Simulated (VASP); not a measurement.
The system is Sn3P2.

```
CELL_PARAMETERS angstrom
2.04203 1.17897 8.41900
-2.04203 1.17897 8.41900
0.00000 -2.35794 8.41900
ATOMIC_POSITIONS crystal
Sn 0.21372 0.21372 0.21372
Sn 0.78628 0.78628 0.78628
Sn 0.00000 0.00000 0.00000
P 0.59975 0.59975 0.59975
P 0.40025 0.40025 0.40025
```

The cell was built by a generator and needn't be a form met in nature.

| Item | Value |
| --- | --- |
| Program | VASP 6.6.1 |
| Task | relaxation of cell and atoms |
| Functional | PBE |
| Potentials or basis | VASP PAW PBE potentials, release 64 (Sn_d, P) |
| Cutoff | 520 eV |
| k mesh | 8 × 8 × 8 |
| Occupations | gaussian, width 0.1 eV |
| Spin | no spin polarisation |

At the start: pressure 0.5 GPa; volume 24.32 Å³/atom.

**Question.** How do energy, volume and symmetry change on relaxing?

**Answer.** Over 10 steps the energy falls by 2.9 meV/atom and the volume is 24.42 Å³/atom (+0.4 %); space group R-3m (No. 166, to 0.05 Å).

Step by step:
| step | energy change (eV) | largest force (eV/Å) | pressure (GPa) | volume (Å³) |
| --- | --- | --- | --- | --- |
| 1 | 0.0000 | 0.2008 | 0.51 | 121.61 |
| 2 | -0.0075 | 0.0685 | -0.28 | 122.98 |
| 3 | -0.0077 | 0.0436 | -0.43 | 123.24 |
| 4 | -0.0126 | 0.0125 | -0.25 | 122.66 |
| 5 | -0.0142 | 0.0312 | -0.09 | 122.20 |
| 6 | -0.0142 | 0.0350 | -0.09 | 122.13 |
| 7 | -0.0142 | 0.0364 | -0.05 | 122.11 |
| 8 | -0.0144 | 0.0150 | 0.04 | 121.95 |
| 9 | -0.0144 | 0.0122 | 0.07 | 121.93 |
| 10 | -0.0145 | 0.0041 | 0.00 | 122.11 |

Final structure:
```
CELL_PARAMETERS angstrom
2.02663 1.17008 8.58210
-2.02663 1.17008 8.58210
0.00000 -2.34016 8.58210
ATOMIC_POSITIONS crystal
Sn 0.21288 0.21288 0.21288
Sn 0.78712 0.78712 0.78712
Sn 0.00000 0.00000 0.00000
P 0.60022 0.60022 0.60022
P 0.39978 0.39978 0.39978
```
